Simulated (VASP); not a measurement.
Input:

```
CELL_PARAMETERS angstrom
      4.63973     0.00000     0.00000
      0.00000     4.63973     0.00000
      0.00000     0.00000     3.06537
ATOMIC_POSITIONS crystal
  Mg 0.00000 0.00000 0.00000
  Mg 0.50000 0.50000 0.50000
  F  0.30272 0.30272 0.00000
  F  0.80272 0.19728 0.50000
  F  0.19728 0.80272 0.50000
  F  0.69728 0.69728 0.00000
```

Level of theory: optB88-vdW, VASP's PBE PAW potentials (set 64) (plane waves; VASP 6.6.1). Run with 520 eV cut-off, 6×6×8 Γ-centred mesh, tetrahedra with Blöchl corrections, potentials Mg F.

What does the run give for the energy per atom (σ→0), band gap (on the k-mesh) with the smallest direct gap where there is one?

The band gap (on the k-mesh) is 7.10 eV and the smallest direct gap (on the k-mesh) is 7.10 eV. The energy per atom (σ→0) is -3.639 eV/atom.

The compound is MgF2 in the rutile structure. It was relaxed first.
